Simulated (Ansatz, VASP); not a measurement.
# MoS2 in two plane-wave programs, part 2 of 2

Wanted: the spread between two codes on one cell, functional and k mesh. Of the first pair: The structure shown is the start of the Ansatz relaxation below; VASP solves that cell, so the two are compared at the walk's first step.

VASP 6.6.1 and Ansatz 0.2.0.

So far. Step 4 (Comparison): The forces differ by 2.3 meV/Å r.m.s., which is 2.6 % of the r.m.s. force of 0.091 eV/Å (both taken over all components). With vacuum in the cell, a pressure given here is an average over mostly empty space and none of the material.

## Step 5: Ansatz: relaxation, PBEsol with D3(BJ)

Level of this step: Ansatz beside VASP: Kohn-Sham DFT, plane waves, PBEsol with D3(BJ) (Ansatz).

This run makes the geometry at which the two programs are then compared.

The structure compared here is the end of the Ansatz relaxation.

input.yaml

```yaml
crystal:
  lattice:
    - [3.184126082, 0.0, 0.0]
    - [-1.592063041, 2.757534076, 0.0]
    - [0.0, 0.0, 35.4372499633]
  atoms:
    - { symbol: S, position: [0.333333333, 0.666666667, 0.788358295] }
    - { symbol: Mo, position: [0.0, 0.0, 0.744581619] }
    - { symbol: S, position: [0.333333333, 0.666666667, 0.700804943] }
    - { symbol: S, position: [0.333333333, 0.666666667, 0.299195057] }
    - { symbol: Mo, position: [0.0, 0.0, 0.255418381] }
    - { symbol: S, position: [0.333333333, 0.666666667, 0.211641705] }
kpoints:
  mp_grid: { grid: [12, 12, 1] }
scf:
  occupations: { method: fermi_dirac, width: 0.02 }
  n_extra_bands: 8
hamiltonian:
  xc: pbesol
  pseudopotentials: { kind: paw }
  dispersion: d3bj
output:
  forces: true
  write_potential: true
  volumetric_format: []
relax:
  f_tol: 0.03
  max_steps: 45
  cell: { fix: [c, alpha, beta] }
```

The run is started by

```sh
$ ansatz run input.yaml --threads 4 --pin off --max-ram 12288MiB --backend cpu --events-out ev --progress --plain --runs-dir out
```

Numbers of over 12 decimals in the logs are rounded to 6 here.

The program printed:

```text
[...]
Crystal: 6 atoms, lattice volume = 311.151 Å³
Basis set: ecut = 420 eV, 6131 PW (Γ), exchange–correlation on 48×48×480 points (8 copies of the dense FFT grid, shifted against one another)
Bands: 34, of which v1, the nominal top of the filled ones, is band 26 counted from 1 (25 counted from 0)
Symmetry: 12 space group operations
[...]
- [3.116877, -3.733085905626045e-18, 0]
    - [-1.558438, 2.699294, 0]
    - [0, 0, 35.4372499633]
  atoms:
    - { symbol: S, position: [0.333333, 0.666667, 0.788689] }
    - { symbol: Mo, position: [0, -4.111937127858366e-17, 0.744548] }
    - { symbol: S, position: [0.333333, 0.666667, 0.700408] }
    - { symbol: S, position: [0.333333, 0.666667, 0.299592] }
    - { symbol: Mo, position: [0, -4.111937127858366e-17, 0.255452] }
    - { symbol: S, position: [0.333333, 0.666667, 0.211311] }
[key lines of the parts left out:]
SCF converged after 6 iterations
Free energy (F): -13341.777363 eV
Fermi energy:    0.780232 eV
P = ⅓ Tr σ = -0.0188 GPa (-0.188 kbar)
```

## Step 6: VASP: single point, PBEsol with D3(BJ), relaxed cell, pair 2

The same cell, functional, mesh and smearing now go to VASP, with its own data sets.

INCAR

```
SYSTEM = MoS2
PREC = Accurate
ENCUT = 500
EDIFF = 1E-06
NELM = 120
ISMEAR = -1
SIGMA = 0.02
LREAL = .FALSE.
ALGO = Normal
GGA = PS
IVDW = 12
NBANDS = 32
LASPH = .TRUE.
LORBIT = 11
LWAVE = .FALSE.
LCHARG = .FALSE.
ISIF = 2
GGA_COMPAT = .FALSE.
EFERMI = MIDGAP
KPAR = 2
```

POSCAR

```
MoS2
1.0
    3.1168767849      0.0000000000      0.0000000000
   -1.5584383925      2.6992944762      0.0000000000
    0.0000000000      0.0000000000     35.4372499633
S Mo
4 2
Direct
    0.3333333333      0.6666666667      0.7886893563
    0.3333333333      0.6666666667      0.7004076414
    0.3333333333      0.6666666667      0.2995923586
    0.3333333333      0.6666666667      0.2113106437
    0.0000000000      0.0000000000      0.7445484749
    0.0000000000      0.0000000000      0.2554515251
```

KPOINTS

```
Automatic mesh
0
Gamma
12 12 1
0 0 0
```

The projector-augmented-wave data sets are S and Mo_sv (PBE family, release 64).

The run is started by

```sh
$ mpirun -np 2 vasp_std
```

The program printed:

```text
[banner, memory and clock lines left out]
running    2 mpi-ranks, on    1 nodes
[...]
[... a notice as in an earlier step ...]

 LDA part: xc-table for (Slater+PW92), standard interpolation
 POSCAR, INCAR and KPOINTS ok, starting setup
[...]
entering main loop
       N       E                     dE             d eps       ncg     rms          rms(c)
DAV:   1     0.430559950379E+03    0.43056E+03   -0.26385E+04  1552   0.129E+03
DAV:   2    -0.158190027183E+02   -0.44638E+03   -0.43671E+03  1600   0.312E+02
DAV:   3    -0.487904749283E+02   -0.32971E+02   -0.32662E+02  1528   0.798E+01
DAV:   4    -0.496806002884E+02   -0.89013E+00   -0.88462E+00  1616   0.134E+01
[...]
DAV:  22    -0.468380638292E+02   -0.33568E-05   -0.14292E-07   856   0.896E-04    0.807E-04
DAV:  23    -0.468380650168E+02   -0.11877E-05   -0.73249E-08   720   0.697E-04    0.365E-04
DAV:  24    -0.468380654281E+02   -0.41129E-06   -0.27394E-08   704   0.346E-04
   1 F= -.48341781E+02 E0= -.48341781E+02  d E =-.214492E-21
```

Parts of OUTCAR (step 6):

```text
 Edisp (eV)   -1.50372

  Total      -0.02708    -0.02708    -0.08816     0.00000     0.00000     0.00000
  in kB      -0.14551    -0.14551    -0.47377     0.00000     0.00000     0.00000
  external pressure =       -0.25 kB  Pullay stress =        0.00 kB

 POSITION                                       TOTAL-FORCE (eV/Angst)
 -----------------------------------------------------------------------------------
     -0.00000      1.79953     27.94898        -0.000000     -0.000000     -0.003213
     -0.00000      1.79953     24.82052        -0.000000      0.000000      0.002960
     -0.00000      1.79953     10.61673        -0.000000     -0.000000     -0.002960
     -0.00000      1.79953      7.48827         0.000000      0.000000      0.003213
      0.00000      0.00000     26.38475         0.000000      0.000000     -0.000134
      0.00000      0.00000      9.05250        -0.000000      0.000000      0.000134
 -----------------------------------------------------------------------------------
    total drift:                                0.000000     -0.000000     -0.000000

  FREE ENERGIE OF THE ION-ELECTRON SYSTEM (eV)
  ---------------------------------------------------
  free  energy   TOTEN  =       -48.3417808658 eV

  energy  without entropy=      -48.3417808658  energy(sigma->0) =      -48.34178087

[... 1 part as in an earlier step ...]

[... 2 further parts left out ...]
[key lines of the parts left out:]
E-fermi :  -0.4125
```

## Step 7: Side by side

What differs besides the data sets and the points named for the pairs above, as far as they apply: the cutoff is 420 eV in Ansatz and 500 eV in VASP; Ansatz's pressure holds a Pulay correction, VASP's none. Total energies have different zeros and are not compared.

Both answers:

| quantity | Ansatz | VASP | difference |
| --- | --- | --- | --- |
| pressure (GPa) | -0.02 | -0.03 | +0.01 |
| gap on the k mesh (eV) | 1.896 | 1.901 | -0.005 |

A gap on the mesh is an upper bound, since the band edges may lie between its points. With vacuum in the cell, a pressure given here is an average over mostly empty space and none of the material.

## Step 8: What came out

```yaml
r_m_s_force_difference_single_point_pbesol_with_d3_bj_start_cell_pair_1: 2.3 meV/Å
difference_in_gap_on_the_k_mesh_single_point_pbesol_with_d3_bj_relaxed_cell_pair_2: -0.0054 eV
```

What this shows: The r.m.s. force difference is 2.3 meV/Å (single point, PBEsol with D3(BJ), start cell, pair 1), within the 12 meV/Å picked in this series as the mark of a large difference. Such differences can come from data sets, numerical settings and the points named under the comparisons, not from the functional's error against experiment.

[Lines on the potential files, build, host, timing and source positions are cut from VASP's logs without a mark.]

[Logs are printed without paths, hosts, clocks, repeated set-up lines and the standing remarks that a program may print on its own settings, such as how far it seeks lower states.]

[Hosts, paths, dates, database ids (printed as entryN), source tags and the programs' standing remarks are cut or masked in the printed files.]
